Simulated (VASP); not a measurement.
These are PBEsol GGA, VASP's PBE PAW potentials (set 64) (plane waves; VASP 6.6.1) values and carry that method's errors.

VASP input:

KPOINTS:
```
Automatic mesh
0
Gamma
8 8 8
0 0 0
```

File POSCAR:
```
CdTe
1
   -0.0000000000     2.8342437611     2.8342437611
    2.8342437611     0.0000000000     2.8342437611
    2.8342437611     2.8342437611     0.0000000000
Cd Te
1 1
Direct
  0.0000000000   0.0000000000   0.0000000000
  0.2500000000   0.2500000000   0.2500000000
```

INCAR:
```
# general
SYSTEM   =  CdTe
PREC     =  Accurate
ENCUT    =  500
LREAL    =  .FALSE.
LASPH    =  .TRUE.

# electronic loop
EDIFF    =  1E-6
NELM     =  100
ALGO     =  Normal
LMAXMIX  =  4

# smearing
ISMEAR   =  0
SIGMA    =  0.05

# functional
GGA      =  PS

# ions
IBRION   =  2
NSW      =  40
ISIF     =  3
EDIFFG   =  -0.02
PSTRESS  =  450

# output
LWAVE    =  .FALSE.
LCHARG   =  .FALSE.
```

POTCAR, in this order: Cd Te (PBE.64 set). Program: vasp_std.

The resulting files:

### OSZICAR
```
       N       E                     dE             d eps       ncg     rms          rms(c)
DAV:   1     0.107592850642E+03    0.10759E+03   -0.88561E+03   770   0.123E+03
DAV:   2    -0.240851693099E+00   -0.10783E+03   -0.10420E+03   839   0.293E+02
DAV:   3    -0.362969206718E+01   -0.33888E+01   -0.33775E+01   904   0.551E+01
DAV:   4    -0.365629351375E+01   -0.26601E-01   -0.26600E-01   978   0.447E+00
DAV:   5    -0.365650975695E+01   -0.21624E-03   -0.21624E-03   904   0.308E-01    0.140E+01
DAV:   6    -0.334075665364E+01    0.31575E+00   -0.67151E-01   859   0.151E+01    0.998E+00
DAV:   7    -0.330348552509E+01    0.37271E-01   -0.22955E-01   879   0.425E+00    0.257E+00
DAV:   8    -0.330122087268E+01    0.22647E-02   -0.24410E-02   814   0.252E+00    0.946E-01
DAV:   9    -0.330091924973E+01    0.30162E-03   -0.18288E-03   824   0.436E-01    0.301E-01
DAV:  10    -0.330091700288E+01    0.22469E-05   -0.15576E-04   905   0.120E-01    0.892E-02
DAV:  11    -0.330092020460E+01   -0.32017E-05   -0.32774E-05   870   0.758E-02    0.166E-02
DAV:  12    -0.330091992278E+01    0.28182E-06   -0.35965E-06   854   0.296E-02
   1 F= 0.94882844E+01 E0= 0.94882844E+01  d E =0.948828E+01
```

### OUTCAR
```
------------------------ aborting loop because EDIFF is reached ----------------------------------------
  FORCE on cell =-STRESS in cart. coord.  units (eV):
  Direction    XX          YY          ZZ          XY          YZ          ZX
  --------------------------------------------------------------------------------------
  Total       12.8152619     12.8152619     12.8152619     -0.0000000      0.0000000      0.0000000
  in kB      450.9168604    450.9168604    450.9168604     -0.0000000      0.0000000      0.0000000
  external PRESSURE =       0.9168604 kB  Pullay stress =     450.0000000 kB
  volume of cell :       45.53
      direct lattice vectors                 reciprocal lattice vectors
     0.000000000  2.834243761  2.834243761    -0.176413902  0.176413902  0.176413902
     2.834243761  0.000000000  2.834243761     0.176413902 -0.176413902  0.176413902
     2.834243761  2.834243761  0.000000000     0.176413902  0.176413902 -0.176413902
  FREE ENERGIE OF THE ION-ELECTRON SYSTEM (eV)
  ---------------------------------------------------
  free  energy   TOTEN  =        -3.3009199228 eV

  energy  without entropy=       -3.3009199228  energy(sigma->0) =       -3.30091992
  enthalpy is  TOTEN    =         9.4882843763 eV   P V=       12.7892042991

 reached required accuracy - stopping structural energy minimisation
```
(Selected blocks of OUTCAR.)

The structure was generated: CdTe was put into the zinc blende type (F-43m), which need not be its known phase. It was relaxed first under an external pressure of 45 GPa.
